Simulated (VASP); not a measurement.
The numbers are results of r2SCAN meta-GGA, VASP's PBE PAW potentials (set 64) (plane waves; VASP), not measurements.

The input files of a VASP run:

### KPOINTS
```
Automatic mesh
0
G
15 15 15
```

POSCAR:
```
V
1
   -1.4914862227     1.4914862227     1.4914862227
    1.4914862227    -1.4914862227     1.4914862227
    1.4914862227     1.4914862227    -1.4914862227
V
1
Direct
  0.0000000000   0.0000000000   0.0000000000
```

### INCAR
```
SYSTEM = V
PREC = Accurate
ENCUT = 480
EDIFF = 1E-6
NELM = 100
ALGO = Normal
LREAL = .FALSE.
LASPH = .TRUE.
ISMEAR = 1
SIGMA = 0.1
METAGGA = R2SCAN
LMIXTAU = .TRUE.
LMAXMIX = 4
LWAVE = .FALSE.
LCHARG = .FALSE.
IBRION = 2
ISIF = 3
NSW = 60
EDIFFG = -0.01
```

POTCAR, in this order: V_sv (PBE.64 set). Program: vasp_std.

**Question.** Predict the energy per atom (σ→0), band gap (on the k-mesh).

**Answer.** 
The energy per atom (σ→0) comes out as -14.131 eV/atom. The band gap (on the k-mesh) is none (metal, semimetal or under 0.01 eV).

### OSZICAR
```
...
DAV:  10    -0.141312484960E+02    0.27711E-02   -0.15833E-02  2412   0.187E+00    0.611E-02
DAV:  11    -0.141323311860E+02   -0.10827E-02   -0.13167E-03  2400   0.527E-01    0.129E-01
DAV:  12    -0.141311267257E+02    0.12045E-02   -0.74235E-04  2400   0.349E-01    0.118E-01
DAV:  13    -0.141308918622E+02    0.23486E-03   -0.52749E-04  2412   0.331E-01    0.294E-03
DAV:  14    -0.141308946504E+02   -0.27882E-05   -0.56789E-06  2382   0.341E-02    0.412E-03
DAV:  15    -0.141308908036E+02    0.38468E-05   -0.62008E-07  1220   0.109E-02    0.799E-04
DAV:  16    -0.141308912819E+02   -0.47833E-06   -0.56751E-08  1202   0.313E-03
   1 F= -.14130891E+02 E0= -.14130858E+02  d E =-.141309E+02
```

The compound is V in the bcc structure. It was relaxed first. The start is the result of an earlier pass. The run is not spin-polarised, so no magnetic state was tried.
